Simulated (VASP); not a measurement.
Consider the following.

```
CELL_PARAMETERS angstrom
      3.56502     0.00000     0.00000
     -1.78251     3.08740     0.00000
      0.00000     0.00000     7.16274
ATOMIC_POSITIONS crystal
  Mo 0.00000 0.00000 0.00000
  Mo 0.00000 0.00000 0.50000
  Sb 0.33333 0.66667 0.25000
  Sb 0.66667 0.33333 0.75000
```

The numbers are results of r2SCAN meta-GGA, VASP's PBE PAW potentials (set 64) (plane waves; VASP 6.6.1), not measurements. Run with 400 eV cut-off, 11×11×5 Γ-centred mesh, tetrahedra with Blöchl corrections, potentials Mo_sv Sb.

The cores are frozen, which limits the accuracy of field gradients.

Question: Give the principal components of the electric field gradient (V/Å²) and the asymmetry η at each nucleus.

Answer: 
```json
[
 {"atom": "Mo1", "Vxx": "7.0", "Vyy": "7.0", "Vzz": "-14.0", "η": "0.00"},
 {"atom": "Mo2", "Vxx": "7.0", "Vyy": "7.0", "Vzz": "-14.0", "η": "0.00"},
 {"atom": "Sb3", "Vxx": "49.0", "Vyy": "49.0", "Vzz": "-98.0", "η": "0.00"},
 {"atom": "Sb4", "Vxx": "49.0", "Vyy": "49.0", "Vzz": "-98.0", "η": "0.00"}
]
```

The structure was generated: MoSb was put into the NiAs type type (P6_3/mmc), which need not be its known phase. It was relaxed first, which changed the volume by -36 %.
